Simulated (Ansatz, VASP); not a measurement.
# BaPbSO: VASP beside Ansatz

Aim: how closely do two programs agree when they are given the same cell, functional and k mesh? The cell is invented: As first built, before any earlier steps moved the atoms (in the runner's words): it takes the BaO structure with some of its atoms replaced by other elements, volume scaled by an estimate. It may not be a known or stable phase. The cell is taken from a series of VASP runs on this material, whose earlier steps may have relaxed, scaled or displaced it; both programs get it as it stands. Other levels of theory on this material are compared in a session of their own.

Program: Ansatz 0.2.0. Level of theory: plane waves, with VASP 6.6.1 beside it; band structure at PBEsol. Results are calculated unless marked as measured.

## Step 1: Set-up

It takes space group Cm (No. 8, monoclinic). The conventional cell has a = 7.012 Å, b = 4.057 Å, c = 7.075 Å, α = 90.00°, β = 109.24°, γ = 90.00°. Pb has 3 S at 2.85 Å and 3 O at 2.85 to 2.87 Å nearest. Ba has 3 O at 2.63 Å and 3 S at 3.21 Å nearest. S has 3 Pb at 2.85 Å and 3 Ba at 3.21 Å nearest. Nearest to O lie 3 Ba at 2.63 Å. As first built, before any earlier steps moved the atoms (in the runner's words): sites of the BaO structure (space group 225) filled with other elements, volume scaled by an estimate. Farther neighbours and most contacts between anions are not listed.

Coordinates:

```xyz
4
Lattice="3.5058 -2.0284 0.0019 3.5058 2.0284 0.0019 -2.3354 0.0000 6.6781" Properties=species:S:1:pos:R:3 pbc="T T T"
Pb    2.3206    0.0000    3.4566
Ba    4.6720    0.0000    6.3104
S     4.6677    0.0000    1.8344
O     0.0008    0.0000    5.1099
```

## Step 2: VASP: band structure, PBEsol

The same path points are solved in both programs, so levels can be compared one by one.

Lines of VASP's logs that name or quote its potential files are left out, and so is its time.

File INCAR:

```
SYSTEM = BaPbSO
PREC = Accurate
ENCUT = 520
EDIFF = 1E-06
NELM = 100
ISMEAR = -1
SIGMA = 0.05
LREAL = .FALSE.
ALGO = Normal
GGA = PS
NBANDS = 32
LORBIT = 11
LWAVE = .FALSE.
LCHARG = .FALSE.
KPAR = 2
```

File POSCAR:

```
BaPbSO
1.0
    3.5057891512     -2.0284323734      0.0019404956
    3.5057891512      2.0284323734      0.0019404956
   -2.3354016464      0.0000000000      6.6780514396
Pb Ba S O
1 1 1 1
Direct
    0.5032683330      0.5032683330      0.5173146894
    0.9808797546      0.9808797546      0.9443702113
    0.7570610090      0.7570610090      0.2742546812
    0.2549294194      0.2549294194      0.7650364191
```

File KPOINTS:

```
Automatic mesh
0
Gamma
7 7 4
0 0 0
```

File KPOINTS_OPT:

```
Line mode
16
Line-mode
Reciprocal
  0.00000000   0.00000000   0.00000000 GAMMA
 -0.50000000  -0.50000000   0.00000000 Y

 -0.50000000  -0.50000000   0.00000000 Y
 -0.53068143  -0.53068143   0.18785566 F

 -0.53068143  -0.53068143   0.18785566 F
 -0.50000000  -0.50000000   0.50000000 L

 -0.50000000  -0.50000000   0.50000000 L
 -0.68677751  -0.31322249   0.50000000 I

 -0.31322249   0.31322249   0.50000000 I1
  0.00000000   0.00000000   0.50000000 Z

  0.00000000   0.00000000   0.50000000 Z
 -0.46931857  -0.46931857   0.81214434 F1

 -0.50000000  -0.50000000   0.00000000 Y
 -0.65610769  -0.34389231   0.00000000 X1

 -0.34389231   0.34389231   0.00000000 X
  0.00000000   0.00000000   0.00000000 GAMMA

  0.00000000   0.00000000   0.00000000 GAMMA
 -0.50000000   0.00000000   0.00000000 N

 -0.50000000   0.00000000   0.50000000 M
  0.00000000   0.00000000   0.00000000 GAMMA
```

PAW data sets: Pb_d, Ba_sv, S and O (PBE family, release 64).

Launch:

```bash
mpirun -np 2 vasp_std
```

Numbers of over 12 decimals in the logs are rounded to 6 here.

The log of the run:

```text
[banner, memory and clock lines left out]
running    2 mpi-ranks, on    1 nodes
 distrk:  each k-point on    1 cores,    2 groups
 distr:  one band on    1 cores,    1 groups

 POSCAR found type information on POSCAR PbBaS O
 POSCAR found :  4 types and       4 ions
|                                                                             |
|               ----> ADVICE to this user running VASP <----                  |
|                                                                             |
|     You enforced a specific xc type in the INCAR file but a different       |
|     [... a line on the potential file left out ...]
|     I HOPE YOU KNOW WHAT YOU ARE DOING!                                     |
|                                                                             |

 LDA part: xc-table for (Slater+PW92), standard interpolation
 POSCAR, INCAR and KPOINTS ok, starting setup
 FFT: planning ... GRIDC
 FFT: planning ... GRID_SOFT
 FFT: planning ... GRID
 WAVECAR not read
 entering main loop
       N       E                     dE             d eps       ncg     rms          rms(c)
DAV:   1     0.330380846517E+03    0.33038E+03   -0.16257E+04  3840   0.114E+03
DAV:   2     0.879605226666E+01   -0.32158E+03   -0.29390E+03  4176   0.315E+02
DAV:   3    -0.238306995823E+02   -0.32627E+02   -0.31988E+02  4824   0.106E+02
DAV:   4    -0.253279088440E+02   -0.14972E+01   -0.14911E+01  5424   0.213E+01
DAV:   5    -0.253632303500E+02   -0.35322E-01   -0.35311E-01  5144   0.290E+00    0.109E+01
DAV:   6    -0.222435259714E+02    0.31197E+01   -0.10080E+01  5032   0.215E+01    0.784E+00
DAV:   7    -0.218290485438E+02    0.41448E+00   -0.32106E+00  5096   0.809E+00    0.322E+00
DAV:   8    -0.217336386076E+02    0.95410E-01   -0.54216E-01  4984   0.422E+00    0.149E+00
DAV:   9    -0.217348932229E+02   -0.12546E-02   -0.55696E-02  4848   0.142E+00    0.404E-01
DAV:  10    -0.217352328320E+02   -0.33961E-03   -0.55717E-03  5472   0.617E-01    0.188E-01
DAV:  11    -0.217354844650E+02   -0.25163E-03   -0.92165E-04  5304   0.175E-01    0.979E-02
DAV:  12    -0.217355413898E+02   -0.56925E-04   -0.35893E-04  4816   0.150E-01    0.156E-02
DAV:  13    -0.217355371746E+02    0.42152E-05   -0.53322E-05  5160   0.519E-02    0.824E-03
DAV:  14    -0.217355384868E+02   -0.13122E-05   -0.87635E-06  5376   0.171E-02    0.549E-03
DAV:  15    -0.217355386546E+02   -0.16782E-06   -0.20003E-06  3672   0.106E-02
   1 F= -.21735539E+02 E0= -.21735539E+02  d E =-.479141E-09
 Start KPOINTS_OPT (optional k-point list driver)
k-point batch [1-60\160]
       N       E                     dE             ncg
DAV:   1     0.647558240048E+04   -0.51826E+05     3840
DAV:   2    -0.121929785699E+05   -0.18669E+05     4072
DAV:   3    -0.141626062652E+05   -0.19696E+04     4792
DAV:   4    -0.142583042467E+05   -0.95698E+02     5552
DAV:   5    -0.142606330035E+05   -0.23288E+01     5008
DAV:   6    -0.142606918535E+05   -0.58850E-01     5688
DAV:   7    -0.142606926216E+05   -0.76806E-03     5040
DAV:   8    -0.142606926307E+05   -0.90846E-05     4400
DAV:   9    -0.142606926311E+05   -0.45976E-06     3168
[...]
k-point batch [121-160\160]
       N       E                     dE             ncg
DAV:   1     0.270794165223E+05   -0.15027E+05     2560
DAV:   2     0.143691035737E+05   -0.12710E+05     2744
DAV:   3     0.130263564516E+05   -0.13427E+04     3208
DAV:   4     0.129626860614E+05   -0.63670E+02     3568
DAV:   5     0.129610422666E+05   -0.16438E+01     3392
DAV:   6     0.129610032548E+05   -0.39012E-01     3648
DAV:   7     0.129610027196E+05   -0.53515E-03     3424
DAV:   8     0.129610027132E+05   -0.63676E-05     2704
DAV:   9     0.129610027129E+05   -0.32648E-06     2080
```

From OUTCAR (step 2):

```text
ion  position               nearest neighbor table
   1  0.503  0.503  0.517-   3 2.85   3 2.85   4 2.85   3 2.85   4 2.87   4 2.87   2 3.69   2 3.69
                             2 3.70
   2  0.981  0.981  0.944-   4 2.63   4 2.63   4 2.63   3 3.21   3 3.21   3 3.21   1 3.69   1 3.69
                             1 3.70
   3  0.757  0.757  0.274-   1 2.85   1 2.85   1 2.85   2 3.21   2 3.21   2 3.21
   4  0.255  0.255  0.765-   2 2.63   2 2.63   2 2.63   1 2.85   1 2.87   1 2.87

  LATTYP: Found a base centered monoclinic cell.
 ALAT       =     7.0115793765
 B/A-ratio  =     0.5785949968
 C/A-ratio  =     1.0089931858
 COS(beta)  =    -0.3295865640

 Subroutine GETGRP returns: Found  2 space group operations
 (whereof  2 operations were pure point group operations)

The static configuration has the point symmetry C_1h.

 Found     60 irreducible k-points:

   k-points           NKPTS =     60   k-points in BZ     NKDIM =     60   number of bands    NBANDS=     32

   dimension x,y,z NGX =    30 NGY =   30 NGZ =   54
   dimension x,y,z NGXF=    60 NGYF=   60 NGZF=  108

   ENCUT  =  520.0 eV  38.22 Ry    6.18 a.u.   7.53  7.53 13.15*2*pi/ulx,y,z

   NELECT =      36.0000    total number of electrons

 k-points in reciprocal lattice and weights: Automatic mesh
   0.00000000  0.00000000  0.00000000       0.005
   0.14285714  0.00000000  0.00000000       0.020
   0.28571429  0.00000000  0.00000000       0.020
   0.42857143  0.00000000  0.00000000       0.020
   0.14285714  0.14285714  0.00000000       0.010
   0.28571429  0.14285714  0.00000000       0.020
   0.42857143  0.14285714  0.00000000       0.020
  -0.42857143  0.14285714 -0.00000000       0.020
  -0.28571429  0.14285714 -0.00000000       0.020
[...]
0.42857143  0.42857143  0.50000000       0.010
  -0.42857143  0.42857143  0.50000000       0.010

 average (electrostatic) potential at core
       1 -92.6041       2 -34.3059       3 -86.6871       4 -69.6437

 E-fermi :   4.5210

 k-point     1 :       0.0000    0.0000    0.0000
  band No.  band energies     occupation
    ...
     14       1.9306      2.00000
     15       2.2589      2.00000
     16       2.3714      2.00000
     17       2.6466      2.00000
     18       2.6663      2.00000
     19       6.0100      0.00000
     20       8.2090      0.00000
     21       8.2516      0.00000
     22       8.2656      0.00000
     23       8.7363      0.00000
    ...

 k-point     2 :       0.1429    0.0000    0.0000
  band No.  band energies     occupation
    ...
     14       1.8273      2.00000
     15       1.8840      2.00000
     16       2.4512      2.00000
     17       2.6184      2.00000
     18       3.1811      2.00000
     19       6.2577      0.00000
     20       7.1419      0.00000
     21       8.1099      0.00000
     22       8.2574      0.00000
     23       8.7565      0.00000
    ...

 k-point     3 :       0.2857    0.0000    0.0000
  band No.  band energies     occupation
    ...
     14       1.4614      2.00000
     15       1.6613      2.00000
     16       2.2732      2.00000
     17       2.6712      2.00000
     18       3.2709      2.00000
     19       6.2635      0.00000
     20       7.1128      0.00000
     21       8.1429      0.00000
     22       8.2741      0.00000
     23       9.1755      0.00000
    ...

  Total       -0.0012245     -0.0065704      0.0168508      0.0000000      0.0000000     -0.0069467
  in kB       -0.0206521     -0.1108139      0.2841973      0.0000000      0.0000000     -0.1171604
  external PRESSURE =       0.0509105 kB  Pullay stress =       0.0000000 kB

  energy-cutoff  :      520.00
  volume of cell :       95.00
      direct lattice vectors                 reciprocal lattice vectors
     3.505789151 -2.028432373  0.001940496     0.142593639 -0.246495770  0.049866855
     3.505789151  2.028432373  0.001940496     0.142593639  0.246495770  0.049866855
    -2.335401646  0.000000000  6.678051440    -0.000082869  0.000000000  0.149715299

 POSITION                                       TOTAL-FORCE (eV/Angst)
 -----------------------------------------------------------------------------------
      2.32057      0.00000      3.45661        -0.000544      0.000000      0.002297
      4.67203      0.00000      6.31036        -0.000283      0.000000     -0.005767
      4.66770      0.00000      1.83443         0.000596      0.000000      0.000414
      0.00079      0.00000      5.10994         0.000231      0.000000      0.003055
 -----------------------------------------------------------------------------------
    total drift:                                0.000048     -0.000000     -0.001785

  FREE ENERGIE OF THE ION-ELECTRON SYSTEM (eV)
  ---------------------------------------------------
  free  energy   TOTEN  =       -21.7355386546 eV

  energy  without entropy=      -21.7355386541  energy(sigma->0) =      -21.73553865

 total charge
# of ion       s       p       d       tot
------------------------------------------
    1        1.476   0.520   9.844  11.841
    2        2.013   5.596   0.367   7.977
    3        1.333   2.365   0.000   3.698
    4        1.568   3.315   0.000   4.882
--------------------------------------------------
tot          6.390  11.797  10.211  28.398

[... 3 further parts left out ...]
```

Spin-orbit coupling is off here; with elements this heavy it splits and shifts levels by tenths of an eV or more.

(Part 1 of 2 ends here.)

[Lines on the potential files, build, host, timing and source positions are cut from VASP's logs without a mark.]

[Logs are printed without paths, hosts, clocks, repeated set-up lines and the standing remarks that a program may print on its own settings, such as how far it seeks lower states.]

[Hosts, paths, dates, database ids (printed as entryN), source tags and the programs' standing remarks are cut or masked in the printed files.]
